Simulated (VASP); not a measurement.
A convergence study with VASP on SnTe (rock salt): one setting is varied, all else stays as given below, so the limit is that of these other settings.

```yaml
crystal:
  lattice:
    - [0.00000, 3.16000, 3.16000]
    - [3.16000, 0.00000, 3.16000]
    - [3.16000, 3.16000, 0.00000]
  atoms:
    - { symbol: Sn, position: [0.00000, 0.00000, 0.00000] }
    - { symbol: Te, position: [0.50000, 0.50000, 0.50000] }
```

The numbers are results of PBE GGA, VASP's PBE PAW potentials (set 64) (plane waves; VASP), not measurements. The tightest run used: 550 eV cut-off, 16×16×16 Γ-centred mesh, tetrahedra with Blöchl corrections, potentials Sn_d Te.

Unless said otherwise, spin-orbit coupling is left out, though it shifts the bands of the heavy elements here. Gaps are read on the run's mesh, which can miss a band edge.

**Question.** The settings run are 3×3×3 mesh; 4×4×4 mesh; 5×5×5 mesh; 6×6×6 mesh; 7×7×7 mesh; 8×8×8 mesh; 9×9×9 mesh; 10×10×10 mesh; 11×11×11 mesh; 12×12×12 mesh; 13×13×13 mesh; 14×14×14 mesh; 15×15×15 mesh; 16×16×16 mesh. From which on does the energy per atom stay within 0.01 eV/atom of the tightest run?

**Answer.** From 4×4×4 mesh on: it is off by 0.0017 there and by no more than 0.01 in any finer run, while 3×3×3 mesh is off by 0.0449.
```
setting        E (eV/atom)  pressure (GPa)  gap on the mesh (eV)  irreducible k-points  difference judged (eV/atom)
-------------  -----------  --------------  --------------------  --------------------  ---------------------------
3×3×3 mesh         -3.8199            1.81                 1.570                     4                       0.0449
4×4×4 mesh         -3.7734            1.09                 0.069                     8                       0.0017
5×5×5 mesh         -3.7772            1.79                 0.919                    10                       0.0021
6×6×6 mesh         -3.7746            1.76                 0.071                    16                       0.0005
7×7×7 mesh         -3.7771            1.79                 0.660                    20                       0.0020
8×8×8 mesh         -3.7740            1.84                 0.070                    29                       0.0011
9×9×9 mesh         -3.7757            1.84                 0.513                    35                       0.0007
10×10×10 mesh      -3.7748            1.84                 0.070                    47                       0.0003
11×11×11 mesh      -3.7752            1.86                 0.421                    56                       0.0001
12×12×12 mesh      -3.7750            1.84                 0.070                    72                       0.0001
13×13×13 mesh      -3.7751            1.86                 0.357                    84                       0.0001
14×14×14 mesh      -3.7750            1.85                 0.070                   104                       0.0000
15×15×15 mesh      -3.7751            1.86                 0.311                   120                       0.0000
16×16×16 mesh      -3.7751            1.85                 0.070                   145                       0.0000
```

Left out are rungs that failed or repeat a setting and relaxations that didn't move; long series are thinned to 24 rows.

The compound is SnTe in the rock salt structure, which distorts at low temperature. The cell was not relaxed at this level.
